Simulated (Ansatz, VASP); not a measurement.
# Au (Gold) in two plane-wave programs

Wanted: the spread between two codes on one cell, functional and k mesh. Of the first pair: The cell is a member of a volume series, scaled by 1.015 from a relaxed one, so a pressure remains. Valence electrons are named where the data sets of a main pair hold unlike numbers.

Program: Ansatz 0.2.0. Level of theory: plane waves, with VASP 6.6.1 beside it; single point at LDA, single point at PBE and single point at PBEsol with D3(BJ). Results are calculated unless marked as measured.

**1. Starting point**

Symmetry: Fm-3m, No. 225, cubic system. Conventional cell: a = 4.071 Å, b = 4.071 Å, c = 4.071 Å, α = 90.00°, β = 90.00°, γ = 90.00°. Nearest to Au lie 12 Au at 2.88 Å.

As a file:

```xyz
1
Lattice="0.0000 2.0357 2.0357 2.0357 0.0000 2.0357 2.0357 2.0357 0.0000" Properties=species:S:1:pos:R:3 pbc="T T T"
Au    0.0000    0.0000    0.0000
```

**2. VASP: single point, LDA, volume scaled by 1.015**

A single point gives forces, pressure and levels at one fixed geometry, so differences don't come from the geometry; what else differs is listed under the comparison.

Lines of VASP's logs that name or quote its potential files are left out, and so is its time.

The input asks for a relaxation, which ended at its first step since no free force or stress exceeded the threshold; so it serves as a single point.

Input file INCAR:

```
SYSTEM = Au
PREC = Accurate
ENCUT = 450
EDIFF = 1E-06
NELM = 100
ISMEAR = 1
SIGMA = 0.1
LREAL = .FALSE.
ALGO = Normal
GGA = CA
LORBIT = 11
LWAVE = .FALSE.
LCHARG = .FALSE.
KPAR = 2
IBRION = 2
NSW = 30
ISIF = 4
EDIFFG = -0.01
```

Input file POSCAR:

```
Au
1.0
    0.0000000000      2.0357398565      2.0357398565
    2.0357398565      0.0000000000      2.0357398565
    2.0357398565      2.0357398565      0.0000000000
Au
1
Direct
    0.0000000000      0.0000000000      0.0000000000
```

Input file KPOINTS:

```
Automatic mesh
0
Gamma
12 12 12
0 0 0
```

Potentials, in the order of the species: Au (LDA family, release 64).

Command:

```
$ mpirun -np 2 vasp_std
```

Numbers of over 12 decimals in the logs are rounded to 6 here.

The program printed:

```text
[banner, memory and clock lines left out]
running    2 mpi-ranks, on    1 nodes
 distrk:  each k-point on    1 cores,    2 groups
 distr:  one band on    1 cores,    1 groups

 POSCAR found type information on POSCAR Au
 POSCAR found :  1 types and       1 ions
 LDA part: xc-table for (Slater(with rela. corr.)+CA(PZ))
 , standard interpolation
 POSCAR, INCAR and KPOINTS ok, starting setup
 FFT: planning ... GRIDC
 FFT: planning ... GRID_SOFT
 FFT: planning ... GRID
 WAVECAR not read
 entering main loop
       N       E                     dE             d eps       ncg     rms          rms(c)
DAV:   1     0.351182561788E+02    0.35118E+02   -0.53478E+03  1520   0.965E+02
DAV:   2    -0.445237947309E+01   -0.39571E+02   -0.37043E+02  1335   0.184E+02
DAV:   3    -0.476315451555E+01   -0.31078E+00   -0.31040E+00  1550   0.168E+01
DAV:   4    -0.476391641433E+01   -0.76190E-03   -0.76189E-03  1471   0.896E-01
DAV:   5    -0.476392137658E+01   -0.49622E-05   -0.49612E-05  1502   0.663E-02    0.994E+00
DAV:   6    -0.446093044654E+01    0.30299E+00   -0.99885E-01  1327   0.961E+00    0.613E+00
DAV:   7    -0.443742833547E+01    0.23502E-01   -0.82388E-02  1383   0.266E+00    0.287E+00
DAV:   8    -0.443402751884E+01    0.34008E-02   -0.24288E-03  1367   0.611E-01    0.272E-01
DAV:   9    -0.443401880539E+01    0.87135E-05   -0.20437E-05  1401   0.537E-02    0.793E-03
DAV:  10    -0.443402041621E+01   -0.16108E-05   -0.92768E-07  1122   0.887E-03    0.161E-03
DAV:  11    -0.443402043729E+01   -0.21080E-07   -0.42052E-08   660   0.218E-03
   1 F= -.44340204E+01 E0= -.44341510E+01  d E =-.443402E+01
 curvature:   0.00 expect dE= 0.000E+00 dE for cont linesearch  0.000E+00
 trial: gam= 0.00000 g(F)=  0.000E+00 g(S)=  0.465E-33 ort = 0.000E+00 (trialstep = 0.100E+01)
 search vector abs. value=  0.100E-09
 reached required accuracy - stopping structural energy minimisation
```

Parts of OUTCAR (step 2):

```text
ion  position               nearest neighbor table
   1  0.000  0.000  0.000-

  LATTYP: Found a face centered cubic cell.
 ALAT       =     4.0714797130

 Subroutine GETGRP returns: Found 48 space group operations
 (whereof 48 operations were pure point group operations)

The static configuration has the point symmetry O_h .

 Found     72 irreducible k-points:

   k-points           NKPTS =     72   k-points in BZ     NKDIM =     72   number of bands    NBANDS=      9

   dimension x,y,z NGX =    20 NGY =   20 NGZ =   20
   dimension x,y,z NGXF=    40 NGYF=   40 NGZF=   40

   ENCUT  =  450.0 eV  33.07 Ry    5.75 a.u.   4.98  4.98  4.98*2*pi/ulx,y,z

   NELECT =      11.0000    total number of electrons

 k-points in reciprocal lattice and weights: Automatic mesh
   0.00000000  0.00000000  0.00000000       0.001
   0.08333333  0.00000000  0.00000000       0.005
   0.16666667  0.00000000  0.00000000       0.005
   0.25000000  0.00000000  0.00000000       0.005
   0.33333333  0.00000000  0.00000000       0.005
   0.41666667  0.00000000  0.00000000       0.005
   0.50000000  0.00000000  0.00000000       0.002
   0.08333333  0.08333333  0.00000000       0.003
   0.16666667  0.08333333  0.00000000       0.014
[...]
-0.33333333  0.50000000  0.16666667       0.007
  -0.25000000  0.50000000  0.25000000       0.003

 average (electrostatic) potential at core
       1 -64.1692

 E-fermi :   9.3356

 k-point     1 :       0.0000    0.0000    0.0000
  band No.  band energies     occupation
    ...
      2       4.6859      2.00000
      3       4.6859      2.00000
      4       4.6859      2.00000
      5       6.2527      2.00000
      6       6.2527      2.00000
      7      23.9252      0.00000
      8      27.9394      0.00000
      9      27.9394      0.00000

 k-point     2 :       0.0833    0.0000    0.0000
  band No.  band energies     occupation
    ...
      2       4.6074      2.00000
      3       4.7687      2.00000
      4       4.7687      2.00000
      5       6.2165      2.00000
      6       6.2165      2.00000
      7      24.2084      0.00000
      8      26.5490      0.00000
      9      28.2344      0.00000

 k-point     3 :       0.1667    0.0000    0.0000
  band No.  band energies     occupation
    ...
      2       4.4596      2.00000
      3       4.9368      2.00000
      4       4.9368      2.00000
      5       6.1970      2.00000
      6       6.1970      2.00000
      7      23.6900      0.00000
      8      25.0495      0.00000
      9      28.9896      0.00000

  Total       -0.2894176     -0.2894176     -0.2894176      0.0000000      0.0000000      0.0000000
  in kB      -27.4813863    -27.4813863    -27.4813863      0.0000000      0.0000000      0.0000000
  external PRESSURE =     -27.4813863 kB  Pullay stress =       0.0000000 kB

  energy-cutoff  :      450.00
  volume of cell :       16.87
      direct lattice vectors                 reciprocal lattice vectors
     0.000000000  2.035739856  2.035739856    -0.245610950  0.245610950  0.245610950
     2.035739856  0.000000000  2.035739856     0.245610950 -0.245610950  0.245610950
     2.035739856  2.035739856  0.000000000     0.245610950  0.245610950 -0.245610950

 POSITION                                       TOTAL-FORCE (eV/Angst)
 -----------------------------------------------------------------------------------
      0.00000      0.00000      0.00000         0.000000      0.000000      0.000000
 -----------------------------------------------------------------------------------
    total drift:                               -0.000000     -0.000000     -0.000000

  FREE ENERGIE OF THE ION-ELECTRON SYSTEM (eV)
  ---------------------------------------------------
  free  energy   TOTEN  =        -4.4340204373 eV

  energy  without entropy=       -4.4344122706  energy(sigma->0) =       -4.43415105

 reached required accuracy - stopping structural energy minimisation

 total charge
# of ion       s       p       d       tot
------------------------------------------
    1        0.543   0.368   8.756   9.667

[... 3 further parts left out ...]
```

CONTCAR:

```
Au
   1.00000000000000
     0.0000000000000000    2.0357398564999998    2.0357398564999998
     2.0357398564999998    0.0000000000000000    2.0357398564999998
     2.0357398564999998    2.0357398564999998    0.0000000000000000
  Au
     1
Direct
     0.0000000000000000    0.0000000000000000    0.0000000000000000
```

**3. Ansatz: single point, LDA, volume scaled by 1.015**

Ansatz runs on its default PAW (the set named soft_2) files.

The same cell, functional (in two slightly different forms), mesh and smearing now go to Ansatz, which takes its cutoff from its data sets.

Input file input.yaml:

```yaml
crystal:
  lattice:
    - [0.0, 2.03573986, 2.03573986]
    - [2.03573986, 0.0, 2.03573986]
    - [2.03573986, 2.03573986, 0.0]
  atoms:
    - { symbol: Au, position: [0.0, 0.0, 0.0] }
hamiltonian:
  xc: lda
  pseudopotentials: { kind: paw }
kpoints:
  mp_grid: { grid: [12, 12, 12] }
scf:
  occupations: { method: methfessel_paxton, width: 0.1 }
  n_extra_bands: 4
output:
  forces: true
  stress: true
  eigenvalues: true
```

Command:

```
$ ansatz run input.yaml --threads 2 --pin off --max-ram 4608MiB --backend cpu --events-out ev --progress --plain --runs-dir out
```

The program printed:

```text
scf.n_extra_bands = 4 over 10 filled bands (N_el = 19.0): the run solves 14 bands
Engine: ansatz 0.2.0, aarch64-unknown-linux-gnu
Pseudopotentials: kind: paw
Pseudopotential: Au, paw, valence charge 19, recommended cutoff 420 eV (normal), Au.paw.azcp
Functional definition: SPW92
  exchange = slater_x
  correlation = pw_c
Crystal: 1 atoms, lattice volume = 16.873 Å³
Basis set: ecut = 420 eV, 331 PW (Γ)
Bands: 14, of which v1, the nominal top of the filled ones, is band 10 counted from 1 (9 counted from 0)
Symmetry: 48 space group operations
Space group: Fm-3m (ITA 225), of the structure as read, at distance tolerance 2.6e-5 Å
k-points: 72 of 1728
Non-local potential: Au, projectors of the file, l = 0: 3, l = 1: 2, l = 2: 2, l = 3: 1
PAW form: soft (Blöchl's): semilocal exchange-correlation on the pseudo side does not see the compensation charge
PAW frozen core: Au, regenerated for the run's functional, and the local potential with it (the file was generated under x = pbe(κ = 0.804, μ = 0.219515), c = pbe(β = 0.066725))
PAW one-centre angular grid: Au, 590 points (default); XC on 64 Gauss nodes
Initial density: superposition of atomic densities (neutral atoms: chi_scale 0, normalization atom), corrected by the library's trained network
Initial wavefunctions: pseudopotential atomic-orbital guess
Functional: x = slater, c = lda
SCF iter   1: F=—  HF=-12864.943907 eV  |F-HF|=—  |Δ(HF+E_count)|=         —  Δρ=8.18e-3  dr2=7.42e-3  ethr=1.77e-3  ⟨swp⟩=4.7  Hψ=5036  notcnv=0
preconditioner: auto → none  [insulator: Δε(μ)=0.107 eV  Ē_g=16.049 eV  σ=0.100 eV  W_gap=0.71  n_scr=8 (ndim 8)  ℏωp=30.0 eV  f_vac=0.000  D(μ)=0.37/eV (n_scr^D=0)  ε∞_Penn≈4.5]
SCF iter   2: F=—  HF=-12864.941830 eV  |F-HF|=—  |Δ(HF+E_count)|=   2.08e-3  S|Δr|=    0.00e0  Δρ=3.13e-3  dr2=5.53e-4  ethr=3.90e-5  ⟨swp⟩=2.3  Hψ=1854  notcnv=0
SCF iter   3: F=—  HF=-12864.941642 eV  |F-HF|=—  |Δ(HF+E_count)|=   1.88e-4  S|Δr|=    0.00e0  Δρ=1.52e-3  dr2=7.95e-5  ethr=2.91e-6  ⟨swp⟩=2.6  Hψ=1586  notcnv=0
SCF iter   4: F=—  HF=-12864.941608 eV  |F-HF|=—  |Δ(HF+E_count)|=   3.42e-5  S|Δr|=    0.00e0  Δρ=2.60e-4  dr2=2.15e-6  ethr=4.18e-7  ⟨swp⟩=1.8  Hψ=1035  notcnv=0
SCF iter   5: F=-12864.941608 eV  HF=-12864.941608 eV  |F-HF|=6.32e-9  |Δ(HF+E_count)|=   2.47e-7  S|Δr|=    0.00e0  Δρ=2.13e-5  dr2=1.85e-8  ethr=5.26e-10  ⟨swp⟩=4.2  Hψ=3993  notcnv=0
SCF 1 converged in 5 iterations: F = -12864.941608 eV  dr2 = 1.85e-8
  greatest PAW one-centre occupation: 1.003 electrons in one spin orbital (limit 2), on the Au atom at site 0 (counted from 0), in its partial waves of l = 0
SCF converged after 5 iterations
Stability not checked: this state was not tested for a lower state beside it, because cold or Methfessel-Paxton smearing, or corrected tetrahedra, fill the levels in a way that the test cannot read (fill_not_monotonic; see scf.lower_state_search)
Free energy (F): -12864.941608 eV
Harris-Foulkes:  -12864.941608 eV  (|F-HF|=6.32e-9)
Internal energy: -12864.942022 eV  (E = F + TS)
E sigma→0 (E₀):  -12864.941711 eV
Entropy (-TS):   0.000415 eV (0.415 meV/atom)
Fermi energy:    20.414293 eV
--- Per-component energies (eV) ---
  E_band       = -210.016971
  E_kinetic    = 605.095780
  E_local      = -1695.353251  (includes V_loc(G=0)·N_el)
  E_nonlocal   = 81.359832
  E_hartree    = 720.503599
  E_xc         = -226.798542
  E_vxc        = -275.127736  (∫ρ·V_xc dr)
  E_paw        = -9423.406399  (= ΣΔE_a)
  E_vpaw       = -367.003891  (= ΣTr[D̂ρ^β])
  E_aug_tail   = 0.001359  (compensation charges beyond the density's cutoff)
  E_ewald      = -2926.867118
  E_core_change = 0.522718  (= ΣΔE_core)
  E_smearing   = 0.000415  (= −TS)
  E_closure    = 0.000000  (closes the sum)
  Σ components = -12864.941608   (vs F -12864.941608, Δ=0.00e0)
--- Forces (eV/Å), atoms counted from 1 ---
  atom   1  Au    -0.00000000     0.00000000    -0.00000000
  max |Σ_I F_I| component: 3.90e-32 eV/Å
--- Stress (GPa, compression-positive) ---
       -3.330439       0.000000       0.000000
       -0.000000      -3.330439       0.000000
       -0.000000      -0.000000      -3.330439
  P = ⅓ Tr σ = -3.3304 GPa (-33.304 kbar)
--- Band table (eV; the first three rows and the last of 72) ---
  k-point 0: bands = [... 6 lower, 15.7862, 15.7862, 17.3556, 17.3556, 34.9927, 38.9870, 38.9870, 38.9870]
  k-point 1: bands = [... 6 lower, 15.8693, 15.8693, 17.3194, 17.3194, 35.2731, 37.6040, 39.2792, 39.2792]
  k-point 2: bands = [... 6 lower, 16.0377, 16.0377, 17.3002, 17.3002, 34.7530, 36.1077, 40.0281, 40.0281]
  k-point 71: bands = [... 6 lower, 15.3023, 17.1872, 18.9166, 25.1910, 26.8199, 26.8199, 30.0298, 43.1098]
```

Run time: 1.1 s. Hardware: 2 threads of Arm Neoverse N1, shared host; peak memory 0.26 GiB; 1.6 s of CPU time.

Reading the cycles: dr2 is the Hartree energy of the density residual (eV), the measure of convergence; HF is the Harris–Foulkes estimate of the energy, which meets the free energy F at convergence.

The run ends at a pressure of -3.33 GPa.

**4. Side by side**

Known differences besides the potentials themselves: the two LDA forms differ slightly; the data sets hold 19 valence electrons in Ansatz (on its default PAW (the set named soft_2) files) and 11 in VASP; the cutoff is 420 eV in Ansatz and 450 eV in VASP; VASP's log shows a relativistic correction to its local exchange, Ansatz's none. Total energies have different zeros and are not compared.

Both answers:

```csv
quantity,Ansatz,VASP,difference
pressure (GPa),-3.33,-2.75,-0.58
```

**5. VASP: single point, PBE, volume scaled by 1.015**

With cell and atoms fixed, the geometry can't cause a difference; cores, projectors, grids and the points listed under the comparison can. The cell compared in this pair holds 18.25 Å³, against 16.87 Å³ for the pair before.

The input asks for a relaxation, which ended at its first step since no free force or stress exceeded the threshold; so it serves as a single point.

INCAR: that of step 2 with these lines changed.

```diff
@@ -9,3 +9,3 @@
 ALGO = Normal
-GGA = CA
+GGA = PE
 LORBIT = 11
```

Input file POSCAR:

```
Au
1.0
    0.0000000000      2.0897120627      2.0897120627
    2.0897120627      0.0000000000      2.0897120627
    2.0897120627      2.0897120627      0.0000000000
Au
1
Direct
    0.0000000000      0.0000000000      0.0000000000
```

KPOINTS is that of step 2.

PAW data sets: Au (PBE family, release 64).

Command:

```
$ mpirun -np 2 vasp_std
```

The program printed:

```text
[banner, memory and clock lines left out]
running    2 mpi-ranks, on    1 nodes
[...]
LDA part: xc-table for (Slater+PW92), standard interpolation
 POSCAR, INCAR and KPOINTS ok, starting setup
[...]
entering main loop
       N       E                     dE             d eps       ncg     rms          rms(c)
DAV:   1     0.352897929114E+02    0.35290E+02   -0.53570E+03  1496   0.955E+02
DAV:   2    -0.320446849253E+01   -0.38494E+02   -0.36366E+02  1354   0.182E+02
DAV:   3    -0.347083796589E+01   -0.26637E+00   -0.26623E+00  1548   0.161E+01
DAV:   4    -0.347162782224E+01   -0.78986E-03   -0.78984E-03  1468   0.905E-01
[...]
DAV:   9    -0.321026737484E+01    0.85802E-05   -0.46928E-06  1464   0.230E-02    0.175E-02
DAV:  10    -0.321027375225E+01   -0.63774E-05   -0.31781E-06  1433   0.231E-02    0.493E-03
DAV:  11    -0.321027359807E+01    0.15418E-06   -0.38546E-08   664   0.190E-03
   1 F= -.32102736E+01 E0= -.32103320E+01  d E =-.321027E+01
[...]
reached required accuracy - stopping structural energy minimisation
```

OUTCAR, selected parts (step 5):

```text
  Total       -0.2253987     -0.2253987     -0.2253987      0.0000000      0.0000000     -0.0000000
  in kB      -19.7866637    -19.7866637    -19.7866637      0.0000000      0.0000000     -0.0000000
  external PRESSURE =     -19.7866637 kB  Pullay stress =       0.0000000 kB

 POSITION                                       TOTAL-FORCE (eV/Angst)
 -----------------------------------------------------------------------------------
      0.00000      0.00000      0.00000        -0.000000     -0.000000      0.000000
 -----------------------------------------------------------------------------------
    total drift:                               -0.000000     -0.000000     -0.000000

  FREE ENERGIE OF THE ION-ELECTRON SYSTEM (eV)
  ---------------------------------------------------
  free  energy   TOTEN  =        -3.2102735981 eV

  energy  without entropy=       -3.2104487467  energy(sigma->0) =       -3.21033198

[... 2 parts as in an earlier step ...]

[... 2 further parts left out ...]
[key lines of the parts left out:]
E-fermi :   8.3354
```

**6. Ansatz: single point, PBE, volume scaled by 1.015**

The same cell, functional, mesh and smearing now go to Ansatz, which takes its cutoff from its data sets.

The cell is a member of a volume series, scaled by 1.015 from a relaxed one, so a pressure remains.

input.yaml, the sections that differ from step 3:

```yaml
crystal:
  lattice:
    - [0.0, 2.08971206, 2.08971206]
    - [2.08971206, 0.0, 2.08971206]
    - [2.08971206, 2.08971206, 0.0]
  atoms:
    - { symbol: Au, position: [0.0, 0.0, 0.0] }
hamiltonian:
  xc: pbe
  pseudopotentials: { kind: paw }
# kpoints, scf, output: as in step 3
```

Command:

```
$ ansatz run input.yaml --threads 2 --pin off --max-ram 4608MiB --backend cpu --events-out ev --progress --plain --runs-dir out
```

The program printed:

```text
[...]
Crystal: 1 atoms, lattice volume = 18.251 Å³
Basis set: ecut = 420 eV, 339 PW (Γ), exchange–correlation on 40×40×40 points (8 copies of the dense FFT grid, shifted against one another)
Bands: 14, of which v1, the nominal top of the filled ones, is band 10 counted from 1 (9 counted from 0)
Symmetry: 48 space group operations
[...]
k-points: 72 of 1728
[...]
--- Band table (eV; the first three rows and the last of 72) ---
  k-point 0: bands = [... 6 lower, 14.4741, 14.4741, 15.8211, 15.8211, 33.3543, 36.9644, 36.9644, 36.9644]
  k-point 1: bands = [... 6 lower, 14.5471, 14.5471, 15.7914, 15.7914, 33.5723, 35.5582, 37.1989, 37.1989]
  k-point 2: bands = [... 6 lower, 14.6944, 14.6944, 15.7790, 15.7790, 32.5962, 34.3418, 37.7608, 37.7608]
  k-point 71: bands = [... 6 lower, 14.0734, 15.7041, 17.1772, 23.1794, 24.8941, 24.8941, 27.8233, 40.7861]
[key lines of the parts left out:]
SCF converged after 4 iterations
Free energy (F): -13149.317409 eV
Fermi energy:    18.771945 eV
P = ⅓ Tr σ = -1.8966 GPa (-18.966 kbar)
```

The job ended after 1.1 s (2 threads; peak memory 0.26 GiB; 1.8 s of CPU time).

The run ends at a pressure of -1.90 GPa.

**7. Differences**

What differs besides the data sets and the points named for the pairs above, as far as they apply: the data sets hold 19 valence electrons in Ansatz (on its default PAW (the set named soft_2) files) and 11 in VASP; VASP leaves aspherical gradient terms in its spheres out (LASPH is not set), Ansatz keeps them. Total energies have different zeros and are not compared.

Both answers:

```
                                        quantity  Ansatz   VASP  difference
                                  pressure (GPa)   -1.90  -1.98       +0.08
pressure without Ansatz's Pulay correction (GPa)   -1.95  -1.98       +0.03
```

Ansatz's pressure holds a Pulay correction of 0.05 GPa; VASP's holds none.

[end of part 1 of 2]

[Lines on the potential files, build, host, timing and source positions are cut from VASP's logs without a mark.]

[Logs are printed without paths, hosts, clocks, repeated set-up lines and the standing remarks that a program may print on its own settings, such as how far it seeks lower states.]

[Hosts, paths, dates, database ids (printed as entryN), source tags and the programs' standing remarks are cut or masked in the printed files.]
